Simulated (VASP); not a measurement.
These are PBE GGA, VASP's PBE PAW potentials (set 64) (plane waves; VASP) values and carry that method's errors.

Input for VASP

File POSCAR:
```
P
1
    1.6623170000    -5.1282310000     0.0000000000
    1.6623170000     5.1282310000     0.0000000000
    0.0000000000     0.0000000000     4.4100630000
P
4
Direct
  0.1017000000   0.8983000000   0.9194000000
  0.3983000000   0.6017000000   0.4194000000
  0.6017000000   0.3983000000   0.5806000000
  0.9054840000   0.1088840000   0.0806000000
```

INCAR:
```
ENCUT = 400   # plane-wave cut-off (eV)
PREC = Accurate
LCHARG = .FALSE.
ALGO = Normal
ISIF = 2
GGA = PE
SYSTEM = P
SIGMA = 0.05
ISMEAR = 0
LREAL = .FALSE.
LWAVE = .FALSE.
LASPH = .TRUE.
NELM = 100   # most electronic steps
EDIFF = 1E-4
```

**KPOINTS**
```
Automatic
0
gamma
  6 6 5
```

POTCAR, in this order: P (PBE.64 set). Program: vasp_std.

Question: What does the run give for the energy per atom (σ→0), pressure, largest force, band gap (on the k-mesh)?

Answer: 
```yaml
energy per atom (σ→0): -5355 meV/atom
band gap (on the k-mesh): none (metal, semimetal or under 0.01 eV)
pressure: 2.62 GPa
largest_force: 0.490 eV/Å
```

**OSZICAR**
```
...
DAV:   3    -0.215293356117E+02   -0.35390E+01   -0.34870E+01  3484   0.390E+01
DAV:   4    -0.215765434687E+02   -0.47208E-01   -0.47156E-01  3258   0.524E+00
DAV:   5    -0.215776549836E+02   -0.11115E-02   -0.11110E-02  3550   0.702E-01    0.104E+01
DAV:   6    -0.214662993726E+02    0.11136E+00   -0.68311E-02  3050   0.160E+00    0.618E+00
DAV:   7    -0.214193630436E+02    0.46936E-01   -0.11801E-01  3356   0.217E+00    0.279E-01
DAV:   8    -0.214193359244E+02    0.27119E-04   -0.10102E-02  3062   0.700E-01    0.134E-01
DAV:   9    -0.214194008534E+02   -0.64929E-04   -0.44997E-04  3440   0.155E-01
   1 F= -.21419401E+02 E0= -.21419160E+02  d E =-.482558E-03
```

The compound is P in the black structure. The cell was not relaxed at this level, atoms are displaced from their ideal sites. The k-mesh is coarse (spacing up to 0.33 per Å, 2π included), so the numbers may not be converged in it. The run is one of a series of settings (EDIFF = 1E-4 against the base run), some of them coarse on purpose.
